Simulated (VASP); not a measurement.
The input files of a VASP run:

**POSCAR**
```
MgS
1
    0.0000000000     2.6520000000     2.6520000000
    2.6520000000     0.0000000000     2.6520000000
    2.6520000000     2.6520000000     0.0000000000
Mg S
1 1
Direct
  0.0000000000   0.0000000000   0.0000000000
  0.5000000000   0.5000000000   0.5000000000
```

### INCAR
```
SYSTEM = MgS
PREC = Accurate
ENCUT = 400
EDIFF = 1E-6
NELM = 100
ALGO = Normal
LREAL = .FALSE.
LASPH = .TRUE.
ISMEAR = 0
SIGMA = 0.05
GGA = PE
LWAVE = .FALSE.
LCHARG = .FALSE.
ISIF = 2
```

KPOINTS:
```
Automatic mesh
0
Gamma
7 7 7
0 0 0
```

POTCAR, in this order: Mg S (PBE.64 set). Program: vasp_gam.

The run wrote:

**standard output**
```
 POSCAR found type information on POSCAR MgS
 POSCAR found :  2 types and       2 ions
 Reading from existing POTCAR
 Reading from existing POTCAR
 LDA part: xc-table for (Slater+PW92), standard interpolation

 -----------------------------------------------------------------------------
|                                                                             |
|     EEEEEEE  RRRRRR   RRRRRR   OOOOOOO  RRRRRR      ###     ###     ###     |
|     E        R     R  R     R  O     O  R     R     ###     ###     ###     |
|     E        R     R  R     R  O     O  R     R     ###     ###     ###     |
|     EEEEE    RRRRRR   RRRRRR   O     O  RRRRRR       #       #       #      |
|     E        R   R    R   R    O     O  R   R                               |
|     E        R    R   R    R   O     O  R    R      ###     ###     ###     |
|     EEEEEEE  R     R  R     R  OOOOOOO  R     R     ###     ###     ###     |
|                                                                             |
|     You are using the Gamma-point-only version with more than one           |
|     k-point or some other non-Gamma k-point.                                |
|                                                                             |
|       ---->  I REFUSE TO CONTINUE WITH THIS SICK JOB ... BYE!!! <----       |
|                                                                             |
 -----------------------------------------------------------------------------
```

Read the log: what went wrong, and how is it fixed?

The cause: the Γ-only program was given a k-mesh. VASP stops with an error: You are using the Gamma-point-only version with more than one k-point or some other non-Gamma k-point. ----> I REFUSE TO CONTINUE WITH THIS SICK JOB ... BYE!!! <---- To mend it, run vasp_std.

The mended run (PBE GGA, plane waves, VASP's PBE PAW potentials (set 64)) converges, and its OSZICAR ends with
```
   1 F= -.84853961E+01 E0= -.84853961E+01  d E =-.424326E-15
```

The compound is MgS in the rock salt structure. The cell was not relaxed at this level.
